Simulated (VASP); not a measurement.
```
CELL_PARAMETERS angstrom
      0.00000     2.71981     2.71981
      2.71981     0.00000     2.71981
      2.71981     2.71981     0.00000
ATOMIC_POSITIONS crystal
  Si 0.00000 0.00000 0.00000
  Si 0.25000 0.25000 0.25000
```

Calculation: r2SCAN meta-GGA, VASP's PBE PAW potentials (set 64) (plane waves; VASP). Run with 400 eV cut-off, 8×8×8 Γ-centred mesh, Gaussian smearing of 0.050 eV, potentials Si.

Q: What does the run give for the energy per atom (σ→0)?

A: 
| Property | Result |
|---|---|
| energy per atom (σ→0) | -8.774 eV/atom |

The absolute energy has meaning only against runs of the same code, potentials and settings.

The compound is Si in the diamond structure. It was relaxed first. The start is the result of an earlier pass.
